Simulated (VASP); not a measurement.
Energy against volume of BP (zinc blende). Calculation: PBE0 hybrid, VASP's PBE PAW potentials (set 64) (plane waves; VASP). Settings: 520 eV cut-off, 8×8×8 Γ-centred mesh, Gaussian smearing of 0.050 eV, potentials B P.

```json
[
 {"V (Å³/atom)": "11.041", "E (eV/atom)": "-7.87417"},
 {"V (Å³/atom)": "11.393", "E (eV/atom)": "-7.88557"},
 {"V (Å³/atom)": "11.746", "E (eV/atom)": "-7.88450"},
 {"V (Å³/atom)": "12.098", "E (eV/atom)": "-7.87260"}
]
```

Q: Fit these four points and predict the energy of the run at 10.689 Å³/atom.

A: A cubic in V^(−2/3), the third-order Birch-Murnaghan form, passes through the four points with V0 = 11.54 Å³/atom and B0 = 175 GPa, and gives -7.8484 eV/atom there. The run gave -7.8483 eV/atom, +0.1 meV/atom from the fit; all five points give B0 = 175 GPa.

The compound is BP in the zinc blende structure. It was relaxed first. The cell's shape comes from a PBE relaxation.
